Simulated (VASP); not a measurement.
A convergence study with VASP on HfS$_{2}$ (1T layered): a few settings are varied, all else stays as given below, so the limit is that of these other settings.

```xyz
3
Lattice="1.8150 -3.1437 0.0000 1.8150 3.1437 0.0000 0.0000 0.0000 5.8500" Properties=species:S:1:pos:R:3 pbc="T T T"
Hf     0.0000     0.0000     0.0000
S      1.8150     1.0479     1.4625
S      1.8150    -1.0479     4.3875
```

Computed with HSE06 screened hybrid, VASP's PBE PAW potentials (set 64) (plane waves; VASP 6.6.1). The last row used: 400 eV cut-off, 4×4×2 Γ-centred mesh, Gaussian smearing of 0.050 eV, potentials Hf_pv S.

| setting | E (eV/atom) | pressure (GPa) | electronic steps |
|---|---|---|---|
| ENCUT = 300, PRECFOCK = Fast | -8.9729 | -1.35 | 19 |
| ENCUT = 400, PRECFOCK = Fast | -8.9753 | -1.12 | 19 |
| ENCUT = 520, PRECFOCK = Fast | (withheld) | -1.11 | 19 |
| ENCUT = 300, PRECFOCK = Normal | -8.9731 | -1.35 | 19 |
| ENCUT = 400, PRECFOCK = Normal | -8.9755 | -1.12 | 19 |
| ENCUT = 520, PRECFOCK = Normal | (withheld) | -1.11 | 19 |
| ENCUT = 300, PRECFOCK = Accurate | -8.9731 | -1.35 | 19 |
| ENCUT = 400, PRECFOCK = Accurate | -8.9755 | -1.12 | 19 |

**Question.** Some entries are withheld; supply them.

**Answer.** 
- ENCUT = 520, PRECFOCK = Fast, E (eV/atom): -8.9760
- ENCUT = 520, PRECFOCK = Normal, E (eV/atom): -8.9762

Left out are rungs that failed or repeat a setting and relaxations that didn't move; long series are thinned to 24 rows.

The compound is HfS2 in the 1T layered structure. The cell was not relaxed at this level.
